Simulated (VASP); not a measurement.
Input:

```
Sc
1.0
    1.66595    -2.88550     0.00000
    1.66595     2.88550     0.00000
    0.00000     0.00000     5.18747
Sc
2
Direct
  0.33333   0.66667   0.25000
  0.66667   0.33333   0.75000
```

The numbers are results of r2SCAN meta-GGA, VASP's PBE PAW potentials (set 64) (plane waves; VASP), not measurements. Run with 480 eV cut-off, 12×12×8 Γ-centred mesh, first-order Methfessel-Paxton smearing of 0.10 eV, potentials Sc_sv.

Task: The ions, cell shape and volume at an external pressure of 1.0 GPa are relaxed. Give the cell that the relaxation ends in.

Result: 
```
Sc
1.0
    1.65646    -2.86907     0.00000
    1.65646     2.86907     0.00000
    0.00000     0.00000     5.15973
Sc
2
Direct
  0.33333   0.66667   0.25000
  0.66667   0.33333   0.75000
```
Space group P6_3/mmc (194), at a tolerance of 0.03 Å.

Task: How do energy and volume change from the first to the last step?

Result: The energy (σ→0) changes by +1.3 meV/atom and the volume by -1.7 %, in 3 ionic steps.

| step | E(σ→0) (eV) | max force (eV/Å) | pressure (GPa) | volume (Å³) |
|---|---|---|---|---|
| 1 | -22.7116 | 0.000 | -0.01 | 49.87 |
| 2 | -22.7070 | 0.000 | 1.35 | 48.75 |
| 3 | -22.7091 | 0.000 | 1.00 | 49.04 |

The compound is Sc in the hcp structure. This run relaxes it under an external pressure of 1 GPa. Symmetry was kept, so distortions that lower it aren't found.
